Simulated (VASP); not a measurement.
Output of a VASP run:

### OUTCAR
```
 ion  position               nearest neighbor table
   1  0.333  0.667  0.250-   2 3.36   2 3.36   2 3.36   2 3.36   2 3.36   2 3.36
   2  0.667  0.333  0.750-   1 3.36   1 3.36   1 3.36   1 3.36   1 3.36   1 3.36
  LATTYP: Found a hexagonal cell.
 ALAT       =     3.4708506910
 C/A-ratio  =     1.5571056231
 Subroutine PRICEL returns:
 Original cell was already a primitive cell.
 Subroutine GETGRP returns: Found 24 space group operations
The static configuration has the point symmetry D_3d.
 The point group associated with its full space group is D_6h.
The dynamic configuration has the point symmetry D_3d.
 Subroutine INISYM returns: Found 24 space group operations
 Subroutine IBZKPT returns following result:
 Found     64 irreducible k-points:

 Following reciprocal coordinates:
            Coordinates               Weight
  0.000000  0.000000  0.000000      1.000000
  0.090909 -0.000000  0.000000      6.000000
  0.181818 -0.000000  0.000000      6.000000
  0.272727  0.000000  0.000000      6.000000
  0.363636 -0.000000  0.000000      6.000000
  0.454545 -0.000000  0.000000      6.000000
  0.090909  0.090909  0.000000      6.000000
  0.181818  0.090909  0.000000     12.000000
  0.272727  0.090909  0.000000     12.000000
  0.363636  0.090909  0.000000     12.000000
  0.454545  0.090909  0.000000      6.000000
  0.181818  0.181818  0.000000      6.000000
  0.272727  0.181818  0.000000     12.000000
  0.363636  0.181818  0.000000     12.000000
  0.272727  0.272727  0.000000      6.000000
  0.363636  0.272727  0.000000      6.000000
  0.000000  0.000000  0.166667      2.000000
  0.090909 -0.000000  0.166667     12.000000
  0.181818 -0.000000  0.166667     12.000000
  0.272727  0.000000  0.166667     12.000000
  0.363636 -0.000000  0.166667     12.000000
  0.454545 -0.000000  0.166667     12.000000
  0.090909  0.090909  0.166667     12.000000
  0.181818  0.090909  0.166667     24.000000
  0.272727  0.090909  0.166667     24.000000
  0.363636  0.090909  0.166667     24.000000
  0.454545  0.090909  0.166667     12.000000
  0.181818  0.181818  0.166667     12.000000
  0.272727  0.181818  0.166667     24.000000
  0.363636  0.181818  0.166667     24.000000
  0.272727  0.272727  0.166667     12.000000
  0.363636  0.272727  0.166667     12.000000
  0.000000  0.000000  0.333333      2.000000
  0.090909 -0.000000  0.333333     12.000000
  0.181818 -0.000000  0.333333     12.000000
  0.272727  0.000000  0.333333     12.000000
  0.363636 -0.000000  0.333333     12.000000
  0.454545 -0.000000  0.333333     12.000000
  0.090909  0.090909  0.333333     12.000000
  0.181818  0.090909  0.333333     24.000000
   k-points           NKPTS =     64   k-points in BZ     NKDIM =     64   number of bands    NBANDS=     13
   number of dos      NEDOS =    301   number of ions     NIONS =      2
   total plane-waves  NPLWV =  31360
   dimension x,y,z NGX =    28 NGY =   28 NGZ =   40
   dimension x,y,z NGXF=    56 NGYF=   56 NGZF=   80
   ions per type =               2
   PREC   = accura    normal or accurate (medium, high low for compatibility)
   ISTART =      0    job   : 0-new  1-cont  2-samecut
   ICHARG =      2    charge: 1-file 2-atom 10-const
   ISPIN  =      1    spin polarized calculation?
   LNONCOLLINEAR =      F non collinear calculations
   LSORBIT =      F    spin-orbit coupling
   INIWAV =      1    electr: 0-lowe 1-rand  2-diag
   ENCUT  =  520.0 eV  38.22 Ry    6.18 a.u.   6.45  6.45 10.05*2*pi/ulx,y,z
   NELM   =    100;   NELMIN=  2; NELMDL= -5     # of ELM steps
   EDIFF  = 0.1E-05   stopping-criterion for ELM
   LREAL  =      F    real-space projection
   NLSPLINE    = F    spline interpolate recip. space projectors
   LMAXMIX     =    6 max onsite mixed and CHGCAR
   VOSKOWN=      0    Vosko Wilk Nusair interpolation
   EDIFFG = -.1E-01   stopping-criterion for IOM
   NSW    =     60    number of steps for IOM
...
```

OSZICAR:
```
       N       E                     dE             d eps       ncg     rms          rms(c)
DAV:   1     0.524329136302E+02    0.52433E+02   -0.87051E+03  2920   0.151E+03
DAV:   2    -0.147794381262E+01   -0.53911E+02   -0.52650E+02  2833   0.739E+02
DAV:   3    -0.387704907351E+01   -0.23991E+01   -0.22776E+01  2973   0.653E+01
DAV:   4    -0.399700917030E+01   -0.11996E+00   -0.10094E+00  3090   0.948E+00
DAV:   5    -0.400112116719E+01   -0.41120E-02   -0.41095E-02  2866   0.167E+00    0.256E+01
DAV:   6    -0.400785625425E+01   -0.67351E-02   -0.27969E-02  2799   0.391E+00    0.153E+01
DAV:   7    -0.402184601386E+01   -0.13990E-01   -0.55939E-02  2716   0.552E+00    0.374E-01
DAV:   8    -0.402193807781E+01   -0.92064E-04   -0.37765E-03  2745   0.898E-01    0.694E-02
DAV:   9    -0.402196977177E+01   -0.31694E-04   -0.17241E-04  2928   0.192E-01    0.289E-02
DAV:  10    -0.402196899236E+01    0.77941E-06   -0.20703E-05  2816   0.708E-02    0.385E-02
DAV:  11    -0.402196943196E+01   -0.43960E-06   -0.13991E-06  1794   0.195E-02
   1 F= -.40219694E+01 E0= -.40227568E+01  d E =-.402197E+01
```

### OUTCAR
```
------------------------ aborting loop because EDIFF is reached ----------------------------------------
  FORCE on cell =-STRESS in cart. coord.  units (eV):
  Direction    XX          YY          ZZ          XY          YZ          ZX
  --------------------------------------------------------------------------------------
  Total        0.0059362      0.0059362     -0.0002026      0.0000000      0.0000000      0.0000000
  in kB        0.1686786      0.1686786     -0.0057571      0.0000000      0.0000000      0.0000000
  external PRESSURE =       0.1105334 kB  Pullay stress =       0.0000000 kB
  volume of cell :       56.38
      direct lattice vectors                 reciprocal lattice vectors
     1.735425309 -3.005844892  0.000000000     0.288113811 -0.166342582  0.000000000
     1.735425309  3.005844892  0.000000000     0.288113811  0.166342582  0.000000000
     0.000000000  0.000000000  5.404481128     0.000000000  0.000000000  0.185031639
 POSITION                                       TOTAL-FORCE (eV/Angst)
 -----------------------------------------------------------------------------------
      1.73543      1.00195      1.35112        -0.000000     -0.000000      0.000000
      1.73543     -1.00195      4.05336         0.000000      0.000000      0.000000
 -----------------------------------------------------------------------------------
    total drift:                                0.000000      0.000068     -0.000012
  FREE ENERGIE OF THE ION-ELECTRON SYSTEM (eV)
  ---------------------------------------------------
  free  energy   TOTEN  =        -4.0219694320 eV

  energy  without entropy=       -4.0243315887  energy(sigma->0) =       -4.02275682

 reached required accuracy - stopping structural energy minimisation
```
(Selected blocks of OUTCAR.)

### POSCAR
```
Lu
1
    1.7354253089    -3.0058448923    -0.0000000000
    1.7354253089     3.0058448923    -0.0000000000
   -0.0000000000    -0.0000000000     5.4044811280
Lu
2
Direct
  0.3333330000   0.6666670000   0.2500000000
  0.6666670000   0.3333330000   0.7500000000
```

Write an INCAR and KPOINTS that could have produced this output.

One answer among several that fit: the input of the run itself, optB86b-vdW, plane waves, VASP's PBE PAW potentials (set 64).

### INCAR
```
SYSTEM=Lu
PREC=Accurate; ENCUT=520; LREAL=.False.
LASPH=.True.
EDIFF=1E-6; NELM=100; ALGO=Normal
LMAXMIX=6
ISMEAR=1; SIGMA=0.1
GGA=MK; LUSE_VDW=.True.; AGGAC=0.0
PARAM1=0.1234; PARAM2=1.0
IBRION=2; NSW=60; ISIF=3
EDIFFG=-0.01
LWAVE=.False.; LCHARG=.False.
```

**KPOINTS**
```
Automatic mesh
0
Gamma
11 11 6
0 0 0
```

POTCAR, in this order: Lu_3 (PBE.64 set). Program: vasp_std.

The compound is Lu in the hcp structure. It was relaxed first. The start is the result of an earlier pass.
